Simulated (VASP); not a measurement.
Here is the system:

```
BN
1.0
    0.00000     1.77282     1.77282
    1.77282     0.00000     1.77282
    1.77282     1.77282     0.00000
B N
1 1
Direct
  0.00000   0.00000   0.00000
  0.25000   0.25000   0.25000
```

All values below come from vdW-DF-cx, VASP's PBE PAW potentials (set 64) (plane waves; VASP 6.6.1). Run with 520 eV cut-off, 12×12×12 Γ-centred mesh, Gaussian smearing of 0.050 eV, potentials B N.

Problem. Give the stress tensor in GPa (positive for a compressed cell).

Solution. 
```
26.23   0.00   0.00
 0.00  26.23   0.00
 0.00   0.00  26.23
```
The pressure is its mean diagonal, 26.23 GPa.

The compound is BN in the zinc blende structure. This cell is one point of a volume scan, at 0.94 of the reference volume.
